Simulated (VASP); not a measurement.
Given:

```xyz
2
Lattice="0.0000 2.1385 2.1385 2.1385 0.0000 2.1385 2.1385 2.1385 0.0000" Properties=species:S:1:pos:R:3 pbc="T T T"
Si     0.0000     0.0000     0.0000
C      1.0692     1.0692     1.0692
```

The numbers are results of PBE GGA with D3 dispersion (zero damping), VASP's PBE PAW potentials (set 64) (plane waves; VASP), not measurements. Run with 520 eV cut-off, 10×10×10 Γ-centred mesh, Gaussian smearing of 0.050 eV, potentials Si C.

Problem. Give the stress tensor in GPa (positive for a compressed cell).

Solution. 
```
15.17   0.00   0.00
 0.00  15.17   0.00
 0.00   0.00  15.17
```
The pressure is its mean diagonal, 15.17 GPa.

The compound is SiC in the zinc blende structure. This cell is one point of a volume scan, at 0.94 of the reference volume.
